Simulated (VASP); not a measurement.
All values below come from RPBE GGA, VASP's PBE PAW potentials (set 64) (plane waves; VASP).

Input for VASP

**INCAR**
```
SYSTEM = CoGa
PREC = Accurate
ENCUT = 520
EDIFF = 1E-6
NELM = 100
ALGO = Normal
LREAL = .FALSE.
LASPH = .TRUE.
ISMEAR = 1
SIGMA = 0.1
GGA = RP
LMAXMIX = 4
LWAVE = .FALSE.
LCHARG = .FALSE.
IBRION = 2
ISIF = 3
NSW = 60
EDIFFG = -0.01
```

KPOINTS:
```
Automatic
0
gamma
  11 11 11
0 0 0
```

### POSCAR
```
CoGa
1.0
  2.9084224567   0.0000000000   0.0000000000
  0.0000000000   2.9084224567   0.0000000000
  0.0000000000   0.0000000000   2.9084224567
Ga Co
1 1
Cart
  1.4542112283   1.4542112283   1.4542112283
  0.0000000000   0.0000000000   0.0000000000
```

POTCAR, in this order: Ga_d Co (PBE.64 set). Program: vasp_std.

Problem. Predict the energy per atom (σ→0), band gap (on the k-mesh).

Solution. 
```
Quantity                                                     Value
------------------------  ----------------------------------------
energy per atom (σ→0)                               -4.761 eV/atom
band gap (on the k-mesh)  none (metal, semimetal or under 0.01 eV)
```

File OSZICAR:
```
...
DAV:   6    -0.116192450306E+02   -0.11826E+01   -0.22393E+01  1888   0.623E+01    0.119E+01
DAV:   7    -0.953962211089E+01    0.20796E+01   -0.96029E+00  1757   0.461E+01    0.165E+00
DAV:   8    -0.952752718607E+01    0.12095E-01   -0.23678E-01  1950   0.538E+00    0.659E-01
DAV:   9    -0.952144736200E+01    0.60798E-02   -0.20688E-02  2286   0.224E+00    0.139E-01
DAV:  10    -0.952120799713E+01    0.23936E-03   -0.68383E-04  2257   0.381E-01    0.643E-02
DAV:  11    -0.952120404629E+01    0.39508E-05   -0.77397E-05  2498   0.158E-01    0.125E-02
DAV:  12    -0.952120321634E+01    0.82995E-06   -0.38016E-06  1812   0.352E-02
   1 F= -.95212032E+01 E0= -.95214862E+01  d E =-.952120E+01
```

The compound is CoGa in the CsCl type structure. It was relaxed first. The start is the result of an earlier pass. The run is not spin-polarised, so no magnetic state was tried.
